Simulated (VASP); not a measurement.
```
CELL_PARAMETERS angstrom
      0.00000     2.64932     2.64932
      2.64932     0.00000     2.64932
      2.64932     2.64932     0.00000
ATOMIC_POSITIONS crystal
  Cu 0.00000 0.00000 0.00000
  Cl 0.25000 0.25000 0.25000
```

Method: PBEsol GGA, VASP's PBE PAW potentials (set 64) (plane waves; VASP). Settings: 520 eV cut-off, Gaussian smearing of 0.050 eV, potentials Cu Cl.

Task: Give the energies of bands 2 to 11 at the high-symmetry points, in eV from the valence-band maximum.

Result: 
```csv
band,Γ,X,U,L,W
2,-5.21,-6.98,-6.62,-7.04,-6.38
3,-5.21,-5.31,-5.94,-5.18,-6.12
4,-5.21,-5.31,-5.25,-5.18,-5.41
5,-1.73,-1.90,-2.00,-1.65,-1.97
6,-1.73,-1.60,-1.65,-1.65,-1.84
7,0.00,-1.52,-1.56,-1.59,-1.53
8,0.00,-1.29,-1.20,-0.66,-1.30
9,0.00,-1.29,-1.03,-0.66,-0.93
10,0.55,3.27,4.12,2.92,4.99
11,6.68,4.53,5.30,6.95,5.53
```

The gap is direct, 0.55 eV, from the valence maximum at Γ to the conduction minimum at Γ.

Measured: gap 3.39 eV at 2 K (computed value off by -2.84 eV), as given by arXiv:1206.3780.

The compound is CuCl in the zinc blende structure. It was relaxed first, which changed the volume by -6 %.
